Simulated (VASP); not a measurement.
Sn3TeS2:

```
Sn Te S
1.0
     6.69067    0.00000    0.00000
    -3.34534    5.79429    0.00000
     0.00000    0.00000    4.18666
Sn Te S
3 1 2
Direct
  0.50000 0.00000 0.50000
  0.50000 0.50000 0.50000
  0.00000 0.50000 0.50000
  0.00000 0.00000 0.00000
  0.33333 0.66667 0.00000
  0.66667 0.33333 0.00000
```

The cell was built by a generator and needn't be a form met in nature.

| Quantity | Value |
| --- | --- |
| Program | VASP 6.6.1 |
| Task | relaxation of cell and atoms |
| Functional | PBE |
| Potentials or basis | VASP PAW PBE potentials, release 64 (Sn_d, Te, S) |
| Cutoff | 520 eV |
| k mesh | 3 × 3 × 4 |
| Occupations | gaussian, width 0.15 eV |
| Spin | no spin polarisation |

At the start: pressure 0.9 GPa; volume 27.05 Å³/atom.

Task: How do energy, volume and symmetry change on relaxing?

Result: Over 7 steps the energy falls by 67.6 meV/atom and the volume is 29.51 Å³/atom (+9.1 %); space group P6/mmm (No. 191, to 0.05 Å).

The path:
| step | energy change (eV) | largest force (eV/Å) | pressure (GPa) | volume (Å³) |
| --- | --- | --- | --- | --- |
| 1 | 0.0000 | 0.0000 | 0.93 | 162.31 |
| 2 | -0.2698 | 0.0000 | 1.25 | 165.82 |
| 3 | -0.3744 | 0.0000 | 1.28 | 171.37 |
| 4 | -0.3952 | 0.0000 | 1.09 | 170.22 |
| 5 | -0.3961 | 0.0000 | 1.19 | 169.93 |
| 6 | -0.3959 | 0.0000 | 1.15 | 170.06 |
| 7 | -0.4054 | 0.0000 | -0.30 | 177.06 |

Final structure:
```xyz
6
Lattice="7.2522 0.0000 0.0000 -3.6261 6.2806 0.0000 0.0000 0.0000 3.8873" Properties=species:S:1:pos:R:3 pbc="T T T"
Sn    0.0000    6.2806    1.9437
Sn    1.8130    3.1403    1.9437
Sn   -1.8130    3.1403    1.9437
Te   -3.6261    6.2806    3.8873
S     0.0000    4.1870    3.8873
S     3.6261    2.0935    0.0000
```

Caveat: the k mesh is coarse (spacing up to 0.38 Å⁻¹), so the values aren't converged; the relaxation stopped at a loose force limit of 0.08 eV/Å, so its end isn't a converged minimum.
